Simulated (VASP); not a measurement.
# LaBRh3 with r2SCAN + rVV10: from relaxation to properties, part 2 of 5

What structure and properties does r2SCAN + rVV10 give LaBRh3, and how near are they to the measured ones? The start is a cell from a database of measured crystal structures.

VASP 6.6.1; r2SCAN with rVV10; plane waves and PAW (La, B, Rh_pv).

Still holding for the runs below: This run has no spin polarisation. Its electron count is odd, so without a moment it is a metal by construction. The k-mesh is coarse for a metal.

So far: The structure; Relaxing cell and atoms (r2SCAN + rVV10). The relaxed cell has a = 4.243 Å (conventional setting).

### Step 2. Relaxing cell and atoms (r2SCAN + rVV10) (continued)

Little changed from the start: no atom moved by 0.005 Å and no cell edge by 0.1 %.

This step gave:

* electrons: 59
* bands: 36
* irreducible k-points: 10
* symmetry operations: 48
* free energy (TOTEN): -112.0199 eV
* energy at zero smearing: -112.0194 eV
* Fermi energy: 10.39 eV
* pressure: 0.01377 GPa
* metallic: yes
* SCF cycles over all ionic steps: 29

It ends with forces that vanish by symmetry and a pressure of 0.01 GPa. The volume lies +0.1 % from that of the database's start.

### Step 3. Single point with fields (r2SCAN + rVV10)

A single point on the relaxed cell gives a clean self-consistent state, with density, ELF and potential written out.

INCAR reads:

```
SYSTEM = LaBRh3
PREC = Accurate
ENCUT = 420
EDIFF = 1E-06
NELM = 100
ISMEAR = 1
SIGMA = 0.2
LREAL = .FALSE.
ALGO = Normal
METAGGA = R2SCAN
LUSE_VDW = .TRUE.
IVDW_NL = 2
BPARAM = 11.95
CPARAM = 0.0093
LASPH = .TRUE.
NBANDS = 36
LORBIT = 11
LWAVE = .FALSE.
LCHARG = .TRUE.
ISIF = 2
LELF = .TRUE.
LVHAR = .TRUE.
```

POSCAR reads:

```
LaBRh3
1.0
    4.2430011694      0.0000000000      0.0000000000
    0.0000000000      4.2430011694      0.0000000000
    0.0000000000      0.0000000000      4.2430011694
La B Rh
1 1 3
Direct
    0.0000000000      0.0000000000      0.0000000000
    0.5000000000      0.5000000000      0.5000000000
    0.0000000000      0.5000000000      0.5000000000
    0.5000000000      0.0000000000      0.5000000000
    0.5000000000      0.5000000000      0.0000000000
```

KPOINTS reads:

```
Automatic mesh
0
Gamma
5 5 5
0 0 0
```

PAW data sets: La, B and Rh_pv (PBE family, release 64).

On the command line:

```sh
$ mpirun -np 4 vasp_std
```

The program printed:

```text
[banner, memory and clock lines left out]
running    4 mpi-ranks, on    1 nodes
 distrk:  each k-point on    4 cores,    1 groups
 distr:  one band on    1 cores,    4 groups

 POSCAR found type information on POSCAR LaB Rh
 POSCAR found :  3 types and       5 ions
 [... a notice as in an earlier step ...]

 [... a notice as in an earlier step ...]

 LDA part: xc-table for (None), standard interpolation
 POSCAR, INCAR and KPOINTS ok, starting setup
 FFT: planning ... GRIDC
 FFT: planning ... GRID_SOFT
 FFT: planning ... GRID
 WAVECAR not read
 entering main loop
       N       E                     dE             d eps       ncg     rms          rms(c)
Total rVV10 correction in eV:      1.1846160    62.0100111
DAV:   1     0.511065825891E+03    0.51107E+03   -0.29032E+04  1008   0.214E+03
DAV:   2    -0.452692308038E+02   -0.55634E+03   -0.53369E+03   732   0.507E+02
DAV:   3    -0.125654865976E+03   -0.80386E+02   -0.75340E+02  1024   0.157E+02
DAV:   4    -0.131906744701E+03   -0.62519E+01   -0.60877E+01  1324   0.532E+01
DAV:   5    -0.132093905097E+03   -0.18716E+00   -0.18527E+00  1056   0.635E+00    0.251E+01
Total rVV10 correction in eV:      1.1190284    62.0100043
DAV:   6    -0.113847008461E+03    0.18247E+02   -0.65487E+01  1000   0.542E+01    0.103E+01
Total rVV10 correction in eV:      1.1482808    62.0100034
DAV:   7    -0.111993693830E+03    0.18533E+01   -0.11285E+01  1128   0.247E+01    0.354E+00
Total rVV10 correction in eV:      1.1506926    62.0100037
DAV:   8    -0.112035156504E+03   -0.41463E-01   -0.11069E+00  1208   0.646E+00    0.213E+00
Total rVV10 correction in eV:      1.1472705    62.0100038
DAV:   9    -0.112016890956E+03    0.18266E-01   -0.19513E-01  1136   0.324E+00    0.706E-01
Total rVV10 correction in eV:      1.1481297    62.0100037
DAV:  10    -0.112019543376E+03   -0.26524E-02   -0.11294E-02  1168   0.767E-01    0.139E-01
Total rVV10 correction in eV:      1.1484566    62.0100038
DAV:  11    -0.112019779198E+03   -0.23582E-03   -0.96917E-04  1016   0.178E-01    0.689E-02
Total rVV10 correction in eV:      1.1486395    62.0100038
DAV:  12    -0.112019838376E+03   -0.59178E-04   -0.16754E-04  1312   0.877E-02    0.229E-02
Total rVV10 correction in eV:      1.1487505    62.0100038
DAV:  13    -0.112019850392E+03   -0.12016E-04   -0.68713E-05  1008   0.478E-02    0.864E-03
Total rVV10 correction in eV:      1.1487859    62.0100038
DAV:  14    -0.112019851618E+03   -0.12251E-05   -0.86788E-06   992   0.187E-02    0.395E-03
Total rVV10 correction in eV:      1.1487824    62.0100038
DAV:  15    -0.112019851526E+03    0.91246E-07   -0.53843E-07   496   0.661E-03
Total rVV10 correction in eV:      1.1487734    62.0100038
Total rVV10 correction in eV:      1.1487814    62.0100038
   1 F= -.11201985E+03 E0= -.11201939E+03  d E =-.138526E-02
```

Run time: 41 s. Hardware: 4 MPI ranks of AMD EPYC 7R43, shared host; peak memory 0.58 GiB; 2.6 min of CPU time.

Parts of OUTCAR (step 3):

```text
  LATTYP: Found a simple cubic cell.
 ALAT       =     4.2430011694

The static configuration has the point symmetry O_h .

 Found     10 irreducible k-points:

   NELECT =      59.0000    total number of electrons

 E-fermi :  10.3909

 k-point     1 :       0.0000    0.0000    0.0000
  band No.  band energies     occupation
    ...
     24       9.0501      2.00000
     25       9.0501      2.00000
     26       9.7847      2.00016
     27       9.7847      2.00016
     28       9.7847      2.00016
     29      10.5523      0.01629
     30      10.6633     -0.06612
     31      10.6633     -0.06612
     32      10.6633     -0.06612
     33      14.0286     -0.00000
    ...

 k-point     2 :       0.2000    0.0000    0.0000
  band No.  band energies     occupation
    ...
     25       8.9514      2.00000
     26       8.9514      2.00000
     27       9.0415      2.00000
     28      10.0017      2.01897
     29      10.2533      1.91135
     30      10.6642     -0.06586
     31      11.5746     -0.00000
     32      11.5746     -0.00000
     33      13.9743     -0.00000
     34      14.0456     -0.00000
    ...

  Total       -0.0032175     -0.0032175     -0.0032175      0.0000000     -0.0000000     -0.0000000
  in kB       -0.0674858     -0.0674858     -0.0674858      0.0000000     -0.0000000     -0.0000000
  external PRESSURE =      -0.0674858 kB  Pullay stress =       0.0000000 kB

  energy-cutoff  :      420.00
  volume of cell :       76.39
      direct lattice vectors                 reciprocal lattice vectors
     4.243001169  0.000000000  0.000000000     0.235682235  0.000000000  0.000000000
     0.000000000  4.243001169  0.000000000     0.000000000  0.235682235  0.000000000
     0.000000000  0.000000000  4.243001169     0.000000000  0.000000000  0.235682235

 POSITION                                       TOTAL-FORCE (eV/Angst)
 -----------------------------------------------------------------------------------
      0.00000      0.00000      0.00000         0.000000      0.000000      0.000000
      2.12150      2.12150      2.12150         0.000000      0.000000      0.000000
      0.00000      2.12150      2.12150         0.000000      0.000000      0.000000
      2.12150      0.00000      2.12150         0.000000      0.000000      0.000000
      2.12150      2.12150      0.00000         0.000000      0.000000      0.000000
 -----------------------------------------------------------------------------------
    total drift:                                0.000000      0.000000      0.000000

  FREE ENERGIE OF THE ION-ELECTRON SYSTEM (eV)
  ---------------------------------------------------
  free  energy   TOTEN  =      -112.0198515264 eV

  energy  without entropy=     -112.0184662617  energy(sigma->0) =     -112.01938977

[... 7 parts as in an earlier step ...]

[... 5 further parts left out ...]
```

Numbers from this step:

| Property | Result |
| --- | --- |
| SCF cycles | 15 |
| pressure | -0.006749 GPa |

Valence electrons inside each PAW sphere by angular momentum. Sphere charges, by row:

```
atom  s (e)  p (e)  d (e)  f (e)  tot (e)
 La1  2.039  5.638  0.822  0.217    8.715
  B2  0.749  1.098      0      0    1.847
 Rh3  0.384  6.245  7.329      0    13.96
 Rh4  0.384  6.245  7.329      0    13.96
 Rh5  0.384  6.245  7.329      0    13.96
```

ELF in the ac plane at fractional y = 0.500, with atoms of B and Rh within 0.2 Å of it. It is the smooth field of the valence electrons, not physical close to the nuclei.

Ten even steps from '_' (0.01) to '@' (0.61), each cell a mean:
```
::--====++++::..--**====----
----======++++++++++======--
========--==++++==--========
++==--==++********++++======
****====##@@@@@@@@@@++--++**
::==++==##@@++==##@@**==++--
__::**++%%%%::__==@@**++++..
..--**++##@@==::++@@**++++::
++**++==##@@@@%%@@@@**==++++
**++--==**####%%####++--==++
============++++============
--======--++****++==--======
----====++**--::==**====----
::----==**++..__::**++==--::
```
Columns run along a (4.2 Å), rows up along c (4.2 Å). Atoms in or near the plane, at fractional coordinates: B at (0.50, 0.50), Rh at (0.00, 0.50), Rh at (0.50, 0.00).

Valence density in the ac plane at fractional y = 0.500, with atoms of B and Rh within 0.2 Å of it. It is the smooth field of the valence electrons, not physical close to the nuclei.

Ten even steps from '_' (0.1 e/Å³) to '@' (9.4 e/Å³), each cell a mean:
```
________..==##%%**::________
__________::==++--..________
____________......__________
____________________________
--::____________________..::
%%**::________________..--**
@@##--..______________..++%%
%%**::________________..==##
++--..__________________::==
....______________________..
______________..____________
__________..::--::__________
________..--**##**::________
________..++%%@@%%--________
```
Columns run along a (4.2 Å), rows up along c (4.2 Å). Atoms in or near the plane, at fractional coordinates: B at (0.50, 0.50), Rh at (0.00, 0.50), Rh at (0.50, 0.00).

Electrostatic potential energy in the ac plane at fractional y = 0.500, with atoms of B and Rh within 0.2 Å of it. With pseudopotentials it is smooth inside the atoms' cores, unlike the true potential.

Values in eV, 14 rows by 14 columns, each cell a mean:
```
  3   3   2  -2 -21 -48 -63 -67 -60 -38 -12   0   2   3
  2   2   2   0 -11 -34 -49 -53 -45 -25  -5   1   2   2
  0   1   1   1  -1 -12 -22 -26 -19  -7   0   1   1   0
-15 -10  -3   0   0  -2  -6  -8  -5  -1   1   0  -5 -12
-42 -35 -17  -3  -1  -5 -15 -19 -11  -3  -1  -7 -25 -38
-63 -56 -36 -12  -4 -19 -27 -22 -27 -11  -5 -19 -45 -60
-68 -64 -44 -17  -7 -26 -12   1 -22 -19  -8 -26 -53 -67
-66 -60 -39 -14  -6 -23 -23 -12 -27 -15  -6 -22 -49 -63
-52 -44 -25  -6  -2 -10 -23 -26 -19  -5  -2 -12 -34 -48
-24 -18  -6   0   0  -2  -6  -7  -4  -1   0  -1 -11 -21
 -3  -1   1   1   0  -6 -14 -17 -12  -3   0   1   0  -2
  2   2   2   1  -6 -25 -39 -44 -36 -17  -3   1   2   2
  3   3   2  -1 -18 -44 -60 -64 -56 -35 -10   1   2   3
  3   3   2  -3 -24 -52 -66 -68 -63 -42 -15   0   2   3
```
Columns run along a (4.2 Å; values clipped at the 3rd and 97th percentile), rows up along c (4.2 Å). Atoms in or near the plane, at fractional coordinates: B at (0.50, 0.50), Rh at (0.00, 0.50), Rh at (0.50, 0.00).

In this run the pressure is -0.01 GPa, small enough to go on.

### Step 4. Bands along the symmetry lines (r2SCAN + rVV10)

Levels along the symmetry lines show where the bands peak and cross; KPOINTS_OPT computes them in the converged potential.

Edit INCAR of step 3 so:

```diff
@@ -15,8 +15,6 @@
 LASPH = .TRUE.
-NBANDS = 36
+NBANDS = 45
 LORBIT = 11
 LWAVE = .FALSE.
-LCHARG = .TRUE.
-ISIF = 2
-LELF = .TRUE.
-LVHAR = .TRUE.
+LCHARG = .FALSE.
+KPAR = 4
```

POSCAR is that of step 3.

KPOINTS is that of step 3.

KPOINTS_OPT reads:

```
Line mode
16
Line-mode
Reciprocal
  0.00000000   0.00000000   0.00000000 GAMMA
  0.00000000   0.50000000   0.00000000 X

  0.00000000   0.50000000   0.00000000 X
  0.50000000   0.50000000   0.00000000 M

  0.50000000   0.50000000   0.00000000 M
  0.00000000   0.00000000   0.00000000 GAMMA

  0.00000000   0.00000000   0.00000000 GAMMA
  0.50000000   0.50000000   0.50000000 R

  0.50000000   0.50000000   0.50000000 R
  0.00000000   0.50000000   0.00000000 X

  0.50000000   0.50000000   0.00000000 M
  0.50000000   0.50000000   0.50000000 R
```

On the command line:

```sh
$ mpirun -np 4 vasp_std
```

The program printed:

```text
[banner, memory and clock lines left out]
running    4 mpi-ranks, on    1 nodes
 distrk:  each k-point on    1 cores,    4 groups
 distr:  one band on    1 cores,    1 groups

 POSCAR found type information on POSCAR LaB Rh
 POSCAR found :  3 types and       5 ions
 [... a notice as in an earlier step ...]

 [... a notice as in an earlier step ...]

 LDA part: xc-table for (None), standard interpolation
 POSCAR, INCAR and KPOINTS ok, starting setup
 FFT: planning ... GRIDC
 FFT: planning ... GRID_SOFT
 FFT: planning ... GRID
 WAVECAR not read
 entering main loop
       N       E                     dE             d eps       ncg     rms          rms(c)
Total rVV10 correction in eV:      1.1846160    62.0100111
Total rVV10 correction in eV:      1.1846160    62.0100111
Total rVV10 correction in eV:      1.1846160    62.0100111
Total rVV10 correction in eV:      1.1846160    62.0100111
DAV:   1     0.488457102888E+03    0.48846E+03   -0.27883E+04  1244   0.171E+03
DAV:   2    -0.749330999865E+02   -0.56339E+03   -0.51083E+03   923   0.430E+02
DAV:   3    -0.128069171980E+03   -0.53136E+02   -0.47166E+02  1001   0.124E+02
DAV:   4    -0.132047646782E+03   -0.39785E+01   -0.39137E+01  1576   0.325E+01
DAV:   5    -0.132110139128E+03   -0.62492E-01   -0.62361E-01  1140   0.314E+00    0.251E+01
Total rVV10 correction in eV:      1.1189777    62.0100043
Total rVV10 correction in eV:      1.1189777    62.0100043
Total rVV10 correction in eV:      1.1189777    62.0100043
Total rVV10 correction in eV:      1.1189777    62.0100043
DAV:   6    -0.114040111422E+03    0.18070E+02   -0.40896E+01  1179   0.433E+01    0.104E+01
Total rVV10 correction in eV:      1.1479053    62.0100033
Total rVV10 correction in eV:      1.1479053    62.0100033
Total rVV10 correction in eV:      1.1479053    62.0100033
Total rVV10 correction in eV:      1.1479053    62.0100033
DAV:   7    -0.111990493967E+03    0.20496E+01   -0.71483E+00  1256   0.165E+01    0.339E+00
Total rVV10 correction in eV:      1.1501369    62.0100037
Total rVV10 correction in eV:      1.1501369    62.0100037
Total rVV10 correction in eV:      1.1501369    62.0100037
Total rVV10 correction in eV:      1.1501369    62.0100037
DAV:   8    -0.112028646048E+03   -0.38152E-01   -0.56529E-01  1307   0.441E+00    0.205E+00
Total rVV10 correction in eV:      1.1467386    62.0100038
Total rVV10 correction in eV:      1.1467386    62.0100038
Total rVV10 correction in eV:      1.1467386    62.0100038
Total rVV10 correction in eV:      1.1467386    62.0100038
DAV:   9    -0.112018157014E+03    0.10489E-01   -0.10664E-01  1342   0.236E+00    0.596E-01
Total rVV10 correction in eV:      1.1479536    62.0100037
Total rVV10 correction in eV:      1.1479536    62.0100037
Total rVV10 correction in eV:      1.1479536    62.0100037
Total rVV10 correction in eV:      1.1479536    62.0100037
DAV:  10    -0.112019499235E+03   -0.13422E-02   -0.83703E-03  1448   0.656E-01    0.150E-01
Total rVV10 correction in eV:      1.1484256    62.0100038
Total rVV10 correction in eV:      1.1484256    62.0100038
Total rVV10 correction in eV:      1.1484256    62.0100038
Total rVV10 correction in eV:      1.1484256    62.0100038
DAV:  11    -0.112019797442E+03   -0.29821E-03   -0.90563E-04  1304   0.150E-01    0.676E-02
Total rVV10 correction in eV:      1.1486095    62.0100038
Total rVV10 correction in eV:      1.1486095    62.0100038
Total rVV10 correction in eV:      1.1486095    62.0100038
Total rVV10 correction in eV:      1.1486095    62.0100038
DAV:  12    -0.112019842162E+03   -0.44720E-04   -0.87472E-05  1504   0.560E-02    0.274E-02
Total rVV10 correction in eV:      1.1487498    62.0100038
Total rVV10 correction in eV:      1.1487498    62.0100038
Total rVV10 correction in eV:      1.1487498    62.0100038
Total rVV10 correction in eV:      1.1487498    62.0100038
DAV:  13    -0.112019849997E+03   -0.78351E-05   -0.40151E-05  1320   0.363E-02    0.799E-03
Total rVV10 correction in eV:      1.1487811    62.0100038
Total rVV10 correction in eV:      1.1487811    62.0100038
Total rVV10 correction in eV:      1.1487811    62.0100038
Total rVV10 correction in eV:      1.1487811    62.0100038
DAV:  14    -0.112019851219E+03   -0.12220E-05   -0.39366E-06  1056   0.112E-02    0.301E-03
Total rVV10 correction in eV:      1.1487837    62.0100038
Total rVV10 correction in eV:      1.1487837    62.0100038
Total rVV10 correction in eV:      1.1487837    62.0100038
Total rVV10 correction in eV:      1.1487837    62.0100038
DAV:  15    -0.112019851344E+03   -0.12557E-06   -0.40524E-07   583   0.532E-03
Total rVV10 correction in eV:      1.1487764    62.0100038
Total rVV10 correction in eV:      1.1487764    62.0100038
Total rVV10 correction in eV:      1.1487764    62.0100038
Total rVV10 correction in eV:      1.1487764    62.0100038
Total rVV10 correction in eV:      1.1487810    62.0100038
Total rVV10 correction in eV:      1.1487810    62.0100038
Total rVV10 correction in eV:      1.1487810    62.0100038
Total rVV10 correction in eV:      1.1487810    62.0100038
   1 F= -.11201985E+03 E0= -.11201939E+03  d E =-.138224E-02
 Start KPOINTS_OPT (optional k-point list driver)
k-point batch [1-10\96]
       N       E                     dE             ncg
DAV:   1     0.131534915973E+04   -0.14712E+04     1252
DAV:   2    -0.448279472615E+04   -0.57981E+04      915
DAV:   3    -0.497912658297E+04   -0.49633E+03     1065
DAV:   4    -0.501367680303E+04   -0.34550E+02     1518
DAV:   5    -0.501431484671E+04   -0.63804E+00     1182
DAV:   6    -0.501438587862E+04   -0.71032E-01     1542
DAV:   7    -0.501438668302E+04   -0.80440E-03     1222
DAV:   8    -0.501438671654E+04   -0.33517E-04     1382
DAV:   9    -0.501438671742E+04   -0.88536E-06      766
[...]
k-point batch [91-96\96]
       N       E                     dE             ncg
DAV:   1     0.758587338440E+04   -0.10845E+05      772
DAV:   2     0.417877547872E+04   -0.34071E+04      553
DAV:   3     0.391087593986E+04   -0.26790E+03      616
DAV:   4     0.389499835191E+04   -0.15878E+02      934
DAV:   5     0.389468300305E+04   -0.31535E+00      731
DAV:   6     0.389466803727E+04   -0.14966E-01      934
DAV:   7     0.389466768161E+04   -0.35566E-03      739
DAV:   8     0.389466767188E+04   -0.97357E-05      857
DAV:   9     0.389466767149E+04   -0.38132E-06      403
```

Wall time 3.2 min (4 MPI ranks); peak memory 0.98 GiB; 13 min of CPU time.

Parts of OUTCAR (step 4):

```text
The static configuration has the point symmetry O_h .

 Found     10 irreducible k-points:

   k-points           NKPTS =     10   k-points in BZ     NKDIM =     10   number of bands    NBANDS=     45

   NELECT =      59.0000    total number of electrons

 E-fermi :  10.3909

 k-point     1 :       0.0000    0.0000    0.0000
  band No.  band energies     occupation
    ...
     24       9.0501      2.00000
     25       9.0501      2.00000
     26       9.7848      2.00016
     27       9.7848      2.00016
     28       9.7848      2.00016
     29      10.5523      0.01630
     30      10.6633     -0.06612
     31      10.6633     -0.06612
     32      10.6633     -0.06612
     33      14.0286     -0.00000
    ...

 k-point     2 :       0.2000    0.0000    0.0000
  band No.  band energies     occupation
    ...
     25       8.9514      2.00000
     26       8.9514      2.00000
     27       9.0415      2.00000
     28      10.0017      2.01897
     29      10.2532      1.91137
     30      10.6641     -0.06586
     31      11.5746     -0.00000
     32      11.5746     -0.00000
     33      13.9743     -0.00000
     34      14.0456     -0.00000
    ...

  Total       -0.0007382     -0.0007382     -0.0007382      0.0000000      0.0000000      0.0000000
  in kB       -0.0154826     -0.0154826     -0.0154826      0.0000000      0.0000000      0.0000000
  external PRESSURE =      -0.0154826 kB  Pullay stress =       0.0000000 kB

  FREE ENERGIE OF THE ION-ELECTRON SYSTEM (eV)
  ---------------------------------------------------
  free  energy   TOTEN  =      -112.0198513442 eV

  energy  without entropy=     -112.0184691013  energy(sigma->0) =     -112.01939060

[... 9 parts as in an earlier step ...]

[... 5 further parts left out ...]
```

Spin-orbit coupling is off here; with elements this heavy it splits and shifts levels by tenths of an eV or more.

Numbers from this step:

* bands: 45
* pressure: -0.001548 GPa

Electronic bands along the path, in eV, zero at the Fermi level; # counts the bands kept, so #1 is VASP's band 14:

```
          point    #13    #14    #15    #16    #17   #18   #19   #20
              Γ  -0.61  -0.61  -0.61   0.16   0.27  0.27  0.27  3.64
0.53 of the way  -1.53  -1.37  -0.56  -0.35   0.27  1.49  1.49  3.54
              X  -1.24  -1.24  -1.12  -0.85   0.27  1.82  1.82  3.40
0.47 of the way  -1.71  -1.27  -1.13  -0.91  -0.45  1.68  2.65  2.91
              M  -1.71  -1.51  -1.25  -1.12  -0.37  1.74  1.74  3.45
0.47 of the way  -1.59  -1.33  -0.96  -0.59  -0.32  1.47  2.51  3.01
              Γ  -0.61  -0.61  -0.61   0.16   0.27  0.27  0.27  3.64
0.47 of the way  -1.40  -1.40  -1.21  -0.90   0.15  1.79  1.79  3.20
              R  -1.47   0.06   0.06   0.06   2.19  2.19  2.19  2.89
0.47 of the way  -1.45  -1.44  -1.28  -0.16  -0.10  1.96  2.09  2.98
              X  -1.24  -1.24  -1.12  -0.85   0.27  1.82  1.82  3.40
      jump to M  -1.71  -1.51  -1.25  -1.12  -0.37  1.74  1.74  3.45
0.53 of the way  -1.37  -0.72  -0.72  -0.31   1.36  1.80  1.80  2.28
              R  -1.47   0.06   0.06   0.06   2.19  2.19  2.19  2.89
```

Of the projections kept (La, B, Rh), the largest for each band there; the rest of the weight can lie on other orbitals:

```
point      #13      #14      #15      #16      #17      #18      #19      #20
    Γ   B 0.54   B 0.54   B 0.54  Rh 1.00  Rh 1.00  Rh 1.00  Rh 1.00  La 0.96
    X  Rh 0.96  Rh 0.96  Rh 0.90  Rh 1.00  Rh 1.00  Rh 0.69  Rh 0.69  Rh 0.55
    M  Rh 0.92  Rh 1.00  Rh 0.94  Rh 1.00  La 0.58  Rh 0.86  Rh 0.86  La 0.63
    Γ   B 0.54   B 0.54   B 0.54  Rh 1.00  Rh 1.00  Rh 1.00  Rh 1.00  La 0.97
    R  Rh 0.93  Rh 1.00  Rh 1.00  Rh 1.00  Rh 0.82  Rh 0.82  Rh 0.82  La 0.62
    X  Rh 0.96  Rh 0.96  Rh 0.90  Rh 1.00  Rh 1.00  Rh 0.69  Rh 0.69  Rh 0.55
```

There is no gap at this level.

(Part 2 of 5 ends here.)

[Lines on the potential files, build, host, timing and source positions are cut from VASP's logs without a mark.]

[Logs are printed without paths, hosts, clocks, repeated set-up lines and the standing remarks that a program may print on its own settings, such as how far it seeks lower states.]

[Hosts, paths, dates, database ids (printed as entryN), source tags and the programs' standing remarks are cut or masked in the printed files.]

[A measured line is paired with the nearest computed mode of its activity, which favours agreement.]
